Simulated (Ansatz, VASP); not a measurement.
## I (I2): VASP beside Ansatz

One calculation is typed for both programs; each brings its own data sets and cutoff. How far apart do they land? The structure shown is the end of the VASP relaxation below.

Method: plane waves, with VASP 6.6.1 beside it; single point at PBEsol, in Ansatz 0.2.0.

### 1. The structure

The cell holds 2 atoms: 2 I. Cell: a = 11.000 Å, b = 11.500 Å, c = 15.000 Å, α = 90.0°, β = 90.0°, γ = 90.0°. Vacuum lies along a, b and c.

As a file:

```cif
data_structure
_symmetry_space_group_name_H-M 'P 1'
_symmetry_Int_Tables_number 1
_cell_length_a 11.0000
_cell_length_b 11.5000
_cell_length_c 15.0000
_cell_angle_alpha 90.000
_cell_angle_beta 90.000
_cell_angle_gamma 90.000
_cell_volume 1897.50
loop_
_atom_site_label
_atom_site_type_symbol
_atom_site_fract_x
_atom_site_fract_y
_atom_site_fract_z
_atom_site_occupancy
I1 I 0.50000 0.50000 0.41128 1
I2 I 0.50000 0.50000 0.58872 1
```

### 2. VASP: relaxation, PBEsol

This run makes the geometry at which the two programs are then compared.

Lines of VASP's logs that name or quote its potential files are left out, and so is its time.

Contents of INCAR:

```
SYSTEM = I
PREC = Normal
ENCUT = 300
EDIFF = 1E-05
NELM = 120
ISMEAR = 0
SIGMA = 0.01
LREAL = Auto
ALGO = Fast
GGA = PS
NBANDS = 13
LORBIT = 11
LWAVE = .FALSE.
LCHARG = .FALSE.
NCORE = 4
IBRION = 2
NSW = 20
ISIF = 2
EDIFFG = -0.03
POTIM = 0.4
MAXMIX = 40
ISYM = 0
```

Contents of POSCAR:

```
I
1.0
   11.0000000000      0.0000000000      0.0000000000
    0.0000000000     11.5000000000      0.0000000000
    0.0000000000      0.0000000000     15.0000000000
I
2
Direct
    0.5000000000      0.5000000000      0.4110000000
    0.5000000000      0.5000000000      0.5890000000
```

Contents of KPOINTS:

```
Automatic mesh
0
Gamma
1 1 1
0 0 0
```

The projector-augmented-wave data sets are I (PBE family, release 64).

The run is started by

```bash
> mpirun -np 4 vasp_gam
```

Numbers of over 12 decimals in the logs are rounded to 6 here.

The program printed:

```text
[banner, memory and clock lines left out]
running    4 mpi-ranks, on    1 nodes
 distrk:  each k-point on    4 cores,    1 groups
 distr:  one band on    4 cores,    1 groups

 POSCAR found type information on POSCAR I
 POSCAR found :  1 types and       2 ions
|                                                                             |
|               ----> ADVICE to this user running VASP <----                  |
|                                                                             |
|     You have a (more or less) 'small supercell' and for smaller cells       |
|     it is recommended to use the reciprocal-space projection scheme!        |
|     The real-space optimization is not efficient for small cells and it     |
|     is also less accurate ...                                               |
|     Therefore, set LREAL=.FALSE. in the INCAR file.                         |
|                                                                             |

|                                                                             |
|               ----> ADVICE to this user running VASP <----                  |
|                                                                             |
|     You enforced a specific xc type in the INCAR file but a different       |
|     [... a line on the potential file left out ...]
|     I HOPE YOU KNOW WHAT YOU ARE DOING!                                     |
|                                                                             |

 LDA part: xc-table for (Slater+PW92), standard interpolation
 POSCAR, INCAR and KPOINTS ok, starting setup
 FFT: planning ... GRIDC
 FFT: planning ... GRID_SOFT
 FFT: planning ... GRID
 WAVECAR not read
 entering main loop
       N       E                     dE             d eps       ncg     rms          rms(c)
DAV:   1     0.116411070216E+03    0.11641E+03   -0.18179E+03    26   0.348E+02
DAV:   2     0.223100433008E+02   -0.94101E+02   -0.93398E+02    52   0.790E+01
DAV:   3    -0.239020835281E+01   -0.24700E+02   -0.24680E+02    39   0.544E+01
DAV:   4    -0.310229055772E+01   -0.71208E+00   -0.71198E+00    31   0.116E+01
DAV:   5    -0.311558019205E+01   -0.13290E-01   -0.13290E-01    44   0.221E+00    0.579E+00
RMM:   6    -0.293804967557E+01    0.17753E+00   -0.10621E-01    26   0.166E+00    0.351E+00
RMM:   7    -0.285750730452E+01    0.80542E-01   -0.28092E-01    26   0.286E+00    0.266E-01
RMM:   8    -0.286036623028E+01   -0.28589E-02   -0.29965E-02    26   0.129E+00    0.793E-02
RMM:   9    -0.286106959527E+01   -0.70336E-03   -0.49318E-03    26   0.573E-01    0.599E-02
RMM:  10    -0.286277773474E+01   -0.17081E-02   -0.16929E-03    27   0.315E-01    0.265E-02
RMM:  11    -0.286326392449E+01   -0.48619E-03   -0.41279E-04    26   0.147E-01    0.187E-02
RMM:  12    -0.286435688378E+01   -0.10930E-02   -0.24366E-04    25   0.913E-02    0.127E-02
RMM:  13    -0.286495266999E+01   -0.59579E-03   -0.13529E-04    24   0.552E-02    0.110E-02
RMM:  14    -0.286543167400E+01   -0.47900E-03   -0.57713E-05    24   0.352E-02    0.507E-03
RMM:  15    -0.286548238244E+01   -0.50708E-04   -0.21285E-05    22   0.200E-02    0.603E-03
RMM:  16    -0.286562118736E+01   -0.13880E-03   -0.14024E-05    20   0.152E-02    0.610E-03
RMM:  17    -0.286563549469E+01   -0.14307E-04   -0.20778E-06    17   0.639E-03    0.332E-03
RMM:  18    -0.286565033460E+01   -0.14840E-04   -0.18146E-06    17   0.582E-03    0.153E-03
RMM:  19    -0.286565684227E+01   -0.65077E-05    0.00000E+00    11   0.321E-03
   1 F= -.28656568E+01 E0= -.28656568E+01  d E =-.286566E+01
 curvature:   0.00 expect dE= 0.000E+00 dE for cont linesearch  0.000E+00
 trial: gam= 0.00000 g(F)=  0.889E-03 g(S)=  0.000E+00 ort = 0.000E+00 (trialstep = 0.100E+01)
 search vector abs. value=  0.889E-03
 bond charge predicted
       N       E                     dE             d eps       ncg     rms          rms(c)
DAV:   1    -0.286610292040E+01   -0.45259E-03   -0.31154E-02    31   0.775E-01    0.132E-01
RMM:   2    -0.286612797898E+01   -0.25059E-04   -0.79264E-04    26   0.171E-01    0.286E-02
RMM:   3    -0.286616550624E+01   -0.37527E-04   -0.35544E-04    26   0.959E-02    0.357E-02
RMM:   4    -0.286616848545E+01   -0.29792E-05   -0.91677E-05    26   0.487E-02
   2 F= -.28661685E+01 E0= -.28661685E+01  d E =-.511643E-03
 trial-energy change:   -0.000512  1 .order   -0.000428   -0.000889    0.000033
 step:   0.9769(harm=  0.9646)  dis= 0.00405  next Energy=    -2.866169 (dE=-0.512E-03)
 reached required accuracy - stopping structural energy minimisation
```

From OUTCAR (step 2):

```text
ion  position               nearest neighbor table
   1  0.500  0.500  0.411-   2 2.67
   2  0.500  0.500  0.589-   1 2.67

 Found      1 irreducible k-points:

   k-points           NKPTS =      1   k-points in BZ     NKDIM =      1   number of bands    NBANDS=     13

   dimension x,y,z NGX =    48 NGY =   50 NGZ =   64
   dimension x,y,z NGXF=    96 NGYF=  100 NGZF=  128

   ENCUT  =  300.0 eV  22.05 Ry    4.70 a.u.  15.53 16.24 21.18*2*pi/ulx,y,z

   NELECT =      14.0000    total number of electrons

 k-points in reciprocal lattice and weights: Automatic mesh
   0.00000000  0.00000000  0.00000000       1.000

 average (electrostatic) potential at core
       1-100.7881       2-100.7881

 E-fermi :  -5.7753

 k-point     1 :       0.0000    0.0000    0.0000
  band No.  band energies     occupation
    ...
      3      -9.2885      2.00000
      4      -7.5323      2.00000
      5      -7.5322      2.00000
      6      -5.8778      2.00000
      7      -5.8777      2.00000
      8      -4.0341      0.00000
      9      -0.2898      0.00000
     10       0.5047      0.00000
     11       0.5392      0.00000
     12       0.9242      0.00000
    ...

  Total       -0.0003784     -0.0044115     -0.1935233     -0.0000145      0.0000057      0.0000032
  in kB       -0.0003195     -0.0037249     -0.1634038     -0.0000123      0.0000048      0.0000027
  external PRESSURE =      -0.0558161 kB  Pullay stress =       0.0000000 kB

  energy-cutoff  :      300.00
  volume of cell :     1897.50
      direct lattice vectors                 reciprocal lattice vectors
    11.000000000  0.000000000  0.000000000     0.090909091  0.000000000  0.000000000
     0.000000000 11.500000000  0.000000000     0.000000000  0.086956522  0.000000000
     0.000000000  0.000000000 15.000000000     0.000000000  0.000000000  0.066666667

 POSITION                                       TOTAL-FORCE (eV/Angst)
 -----------------------------------------------------------------------------------
      5.50000      5.75000      6.16914         0.000001     -0.000002     -0.003938
      5.50000      5.75000      8.83086        -0.000001      0.000002      0.003938
 -----------------------------------------------------------------------------------
    total drift:                               -0.000005     -0.000027      0.000001

  FREE ENERGIE OF THE ION-ELECTRON SYSTEM (eV)
  ---------------------------------------------------
  free  energy   TOTEN  =        -2.8661684855 eV

  energy  without entropy=       -2.8661684855  energy(sigma->0) =       -2.86616849

 reached required accuracy - stopping structural energy minimisation

 total charge
# of ion       s       p       d       tot
------------------------------------------
    1        1.520   2.686   0.024   4.230
    2        1.520   2.686   0.024   4.230
--------------------------------------------------
tot          3.040   5.372   0.048   8.460
```

CONTCAR:

```
I
   1.00000000000000
    11.0000000000000000    0.0000000000000000    0.0000000000000000
     0.0000000000000000   11.5000000000000000    0.0000000000000000
     0.0000000000000000    0.0000000000000000   15.0000000000000000
  I
     2
Direct
     0.4999999974307495    0.4999999977718462    0.4112761693035239
     0.5000000025692506    0.5000000022281538    0.5887238306964760
```

### 3. Ansatz: single point, PBEsol

Ansatz runs on its default PAW (the set named soft_2) files.

The same cell, functional, mesh and smearing now go to Ansatz, which takes its cutoff from its data sets.

Contents of input.yaml:

```yaml
crystal:
  lattice:
    - [11.0, 0.0, 0.0]
    - [0.0, 11.5, 0.0]
    - [0.0, 0.0, 15.0]
  atoms:
    - { symbol: I, position: [0.5, 0.5, 0.41127617] }
    - { symbol: I, position: [0.5, 0.5, 0.58872383] }
hamiltonian:
  xc: pbesol
  pseudopotentials: { kind: paw }
kpoints:
  mp_grid: { grid: [1, 1, 1] }
scf:
  occupations: { method: gaussian, width: 0.01 }
  n_extra_bands: 4
output:
  forces: true
  eigenvalues: true
```

The run is started by

```bash
> ansatz run input.yaml --threads 8 --pin off --max-ram 18432MiB --backend cpu --events-out ev --progress --plain --runs-dir out
```

The program printed:

```text
scf.n_extra_bands = 4 over 17 filled bands (N_el = 34.0): the run solves 21 bands
Engine: ansatz 0.2.0, aarch64-unknown-linux-gnu
Pseudopotentials: kind: paw
Pseudopotential: I, paw, valence charge 17, recommended cutoff 420 eV (normal), I.paw.azcp
Functional definition: PBEsol
  exchange = pbesol_x
  correlation = pbesol_c
Crystal: 2 atoms, lattice volume = 1897.500 Å³
Basis set: ecut = 420 eV, 37133 PW (Γ), exchange–correlation on 150×160×216 points (8 copies of the dense FFT grid, shifted against one another)
Bands: 21, of which v1, the nominal top of the filled ones, is band 17 counted from 1 (16 counted from 0)
Symmetry: 8 space group operations
Space group: Pmmm (ITA 47), of the structure as read, at distance tolerance 1.2e-4 Å
k-points: 1
Non-local potential: I, projectors of the file, l = 0: 2, l = 1: 2, l = 2: 2, l = 3: 2
PAW form: soft (Blöchl's): semilocal exchange-correlation on the pseudo side does not see the compensation charge
PAW frozen core: I, regenerated for the run's functional, and the local potential with it (the file was generated under x = pbe(κ = 0.804, μ = 0.219515), c = pbe(β = 0.066725))
PAW one-centre angular grid: I, 590 points (default); XC on 64 Gauss nodes
Initial density: superposition of atomic densities (neutral atoms: chi_scale 0, normalization atom), corrected by the library's trained network
Initial wavefunctions: pseudopotential atomic-orbital guess
Functional: x = pbesol(κ = 0.804, μ = 0.123457), c = pbesol(β = 0.046)
SCF iter   1: F=—  HF=-14863.937078 eV  |F-HF|=—  |Δ(HF+E_count)|=         —  Δρ=4.17e-4  dr2=1.41e-3  ethr=1.77e-3  ⟨swp⟩=15.0  Hψ=137  notcnv=0
preconditioner: auto → Resta (q_TF=auto, 1.396 Å⁻¹)  ε∞=1.2  [insulator: Δε(μ)=1.849 eV  Ē_g=6.419 eV  σ=0.010 eV  W_gap=1.00  n_scr=94 (ndim 8)  ℏωp=2.7 eV  f_vac=0.902  D(μ)=0.00/eV (n_scr^D=0)  ε∞_Penn≈1.2  vacuum switching on, ρ_ref=3.0e-3 e/Å³]
SCF iter   2: F=—  HF=-14863.940918 eV  |F-HF|=—  |Δ(HF+E_count)|=   3.84e-3  Δρ=2.15e-4  dr2=1.38e-3  ethr=4.13e-6  ⟨swp⟩=5.0  Hψ=64  notcnv=0
SCF iter   3: F=—  HF=-14863.940752 eV  |F-HF|=—  |Δ(HF+E_count)|=   1.66e-4  Δρ=9.56e-5  dr2=1.10e-4  ethr=4.06e-6  ⟨swp⟩=6.0  Hψ=52  notcnv=0
SCF iter   4: F=—  HF=-14863.940857 eV  |F-HF|=—  |Δ(HF+E_count)|=   1.05e-4  Δρ=4.07e-5  dr2=3.13e-5  ethr=3.24e-7  ⟨swp⟩=6.0  Hψ=48  notcnv=0
SCF iter   5: F=—  HF=-14863.940892 eV  |F-HF|=—  |Δ(HF+E_count)|=   3.45e-5  Δρ=1.78e-5  dr2=1.23e-5  ethr=9.21e-8  ⟨swp⟩=5.0  Hψ=36  notcnv=0
SCF iter   6: F=-14863.940899 eV  HF=-14863.940898 eV  |F-HF|=3.72e-7  |Δ(HF+E_count)|=   6.72e-6  Δρ=1.83e-6  dr2=8.42e-8  ethr=2.94e-10  ⟨swp⟩=10.0  Hψ=131  notcnv=0
SCF 1 converged in 6 iterations: F = -14863.940899 eV  dr2 = 8.42e-8
  greatest PAW one-centre occupation: 0.999 electrons in one spin orbital (limit 2), on the I atom at site 1 (counted from 0), in its partial waves of l = 2
SCF converged after 6 iterations
Free energy (F): -14863.940899 eV
Harris-Foulkes:  -14863.940898 eV  (|F-HF|=3.72e-7)
Internal energy: -14863.940899 eV  (E = F + TS)
E sigma→0 (E₀):  -14863.940899 eV
Fermi energy:    -4.854259 eV
--- Per-component energies (eV) ---
  E_band       = -1136.703027
  E_kinetic    = 377.137681
  E_local      = -9869.113914  (includes V_loc(G=0)·N_el)
  E_nonlocal   = -178.521914
  E_hartree    = 4809.592649
  E_xc         = -252.170287
  E_vxc        = -253.750044  (∫ρ·V_xc dr)
  E_paw        = -9471.815067  (= ΣΔE_a)
  E_vpaw       = -831.655121  (= ΣTr[D̂ρ^β])
  E_aug_tail   = 0.000025  (compensation charges beyond the density's cutoff)
  E_ewald      = -279.874356
  E_core_change = 0.824284  (= ΣΔE_core)
  E_smearing   = -0.000000  (= −TS)
  E_closure    = -0.000000  (closes the sum)
  Σ components = -14863.940899   (vs F -14863.940899, Δ=0.00e0)
--- Forces (eV/Å), atoms counted from 1 ---
  atom   1  I      0.00000000     0.00000000     0.04190381
  atom   2  I      0.00000000     0.00000000    -0.04190381
  max |Σ_I F_I| component: 6.94e-18 eV/Å
--- Band table (eV) ---
  k-point 0: bands = [... 13 lower, -7.4263, -7.4262, -5.7811, -5.7810, -3.9275, -0.1869, 0.6288, 0.6373]
```

It took 1.7 s on 8 threads of Arm Neoverse V1, shared host; peak memory 0.97 GiB; 6.9 s of CPU time.

Reading the cycles: dr2 is the Hartree energy of the density residual (eV), the measure of convergence; HF is the Harris–Foulkes estimate of the energy, which meets the free energy F at convergence.

### 4. Side by side

Known differences besides the potentials themselves: the data sets hold 34 valence electrons in Ansatz (default PAW (the set named soft_2) files) and 14 in VASP; the cutoff is 420 eV in Ansatz and 300 eV in VASP (PREC = Normal, projectors in real space); Ansatz makes its cores anew for this functional, VASP keeps those of its PBE data sets; VASP leaves aspherical gradient terms in its spheres out (LASPH is not set), Ansatz keeps them. Total energies have different zeros and are not compared.

Compared:

| quantity | Ansatz | VASP | difference |
| --- | --- | --- | --- |
| gap on the k mesh (eV) | 1.853 | 1.844 | +0.010 |

At this near-relaxed geometry the largest component of a force difference is 46 meV/Å. VASP's last cycles still show a density residual of 4e-03, so its state may not be settled.

### 5. What the set-up changes

Further runs change the set-up of one program: Ansatz's method, potentials or start, or VASP's data sets, cutoff or form of LDA. The table gives Ansatz less VASP for each quantity, since a change that brings one quantity closer may part another.

| run | r.m.s. force difference (meV/Å) | gap on the k mesh (eV) |
| --- | --- | --- |
| as above | 26 | 0.0099 |
| cores kept as stored | 24 | 0.012 |
| Ansatz's larger PAW set (cutoff 620 eV) | 24 | 0.012 |
| norm-conserving potentials (cutoff 952 eV) | 62 | -0.0079 |

### 6. What came out

| Quantity | Value |
| --- | --- |
| r.m.s. force difference (single point, PBEsol) | 26 meV/Å |

**Reading.** The r.m.s. force difference is 26 meV/Å (single point, PBEsol), beyond the 12 meV/Å picked in this series as the mark of a large difference. Single point, PBEsol, norm-conserving potentials (cutoff 952 eV): r.m.s. force difference goes from 26 to 62 meV/Å; the difference in gap on the k mesh goes from 0.0099 to -0.0079 eV. Such differences can come from data sets, numerical settings and the points named under the comparisons, not from the functional's error against experiment.

[Lines on the potential files, build, host, timing and source positions are cut from VASP's logs without a mark.]

[Logs are printed without paths, hosts, clocks, repeated set-up lines and the standing remarks that a program may print on its own settings, such as how far it seeks lower states.]

[Hosts, paths, dates, database ids (printed as entryN), source tags and the programs' standing remarks are cut or masked in the printed files.]
